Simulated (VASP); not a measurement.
Crystal: Mg3CdSe2O2.

```
CELL_PARAMETERS angstrom
5.09729 0.00000 0.00000
-2.54865 4.41439 0.00000
0.00000 0.00000 6.74185
ATOMIC_POSITIONS crystal
Mg 0.33333 0.66667 0.00000
Mg 0.66667 0.33333 0.00000
Mg 0.00000 0.00000 0.50000
Cd 0.00000 0.00000 0.00000
Se 0.33333 0.66667 0.50000
Se 0.66667 0.33333 0.50000
O 0.00000 0.00000 0.74063
O 0.00000 0.00000 0.25937
```

The cell was built by a generator and needn't be a form met in nature.

| Quantity | Value |
| --- | --- |
| Program | VASP 6.6.1 |
| Task | relaxation of cell and atoms |
| Functional | PBE |
| Potentials or basis | VASP PAW PBE potentials, release 64 (Mg, Cd, Se, O) |
| Cutoff | 520 eV |
| k mesh | 3 × 3 × 2 |
| Occupations | gaussian, width 0.15 eV |
| Spin | no spin polarisation |

At the start: pressure 20.1 GPa; volume 18.96 Å³/atom.

Q: How do energy, volume and symmetry change on relaxing?

A: Over 8 steps the energy falls by 302.7 meV/atom and the volume is 22.73 Å³/atom (+19.9 %); space group P6/mmm (No. 191, to 0.05 Å).

Step by step:
| step | energy change (eV) | largest force (eV/Å) | pressure (GPa) | volume (Å³) |
| --- | --- | --- | --- | --- |
| 1 | 0.0000 | 0.6795 | 20.10 | 151.70 |
| 2 | -1.0436 | 0.7494 | -6.44 | 207.51 |
| 3 | -2.3497 | 1.1948 | 0.67 | 178.16 |
| 4 | -2.3509 | 1.1840 | 0.92 | 177.61 |
| 5 | -2.3508 | 1.1787 | 1.15 | 177.08 |
| 6 | -2.4112 | 0.4787 | 0.28 | 181.21 |
| 7 | -2.4146 | 0.1640 | 0.37 | 180.41 |
| 8 | -2.4216 | 0.0658 | 0.16 | 181.85 |

Final structure:
```yaml
crystal:
  lattice:
    - [5.26462, 0.00000, 0.00000]
    - [-2.63231, 4.55929, 0.00000]
    - [0.00000, 0.00000, 7.57602]
  atoms:
    - { symbol: Mg, position: [0.33333, 0.66667, 0.00000] }
    - { symbol: Mg, position: [0.66667, 0.33333, 0.00000] }
    - { symbol: Mg, position: [0.00000, 0.00000, 0.50000] }
    - { symbol: Cd, position: [0.00000, 0.00000, 0.00000] }
    - { symbol: Se, position: [0.33333, 0.66667, 0.50000] }
    - { symbol: Se, position: [0.66667, 0.33333, 0.50000] }
    - { symbol: O, position: [0.00000, 0.00000, 0.74272] }
    - { symbol: O, position: [0.00000, 0.00000, 0.25728] }
```

Caveat: the k mesh is coarse (spacing up to 0.47 Å⁻¹), so the values aren't converged; the volume moved by over 15 % at a fixed basis, so the end points are rough.
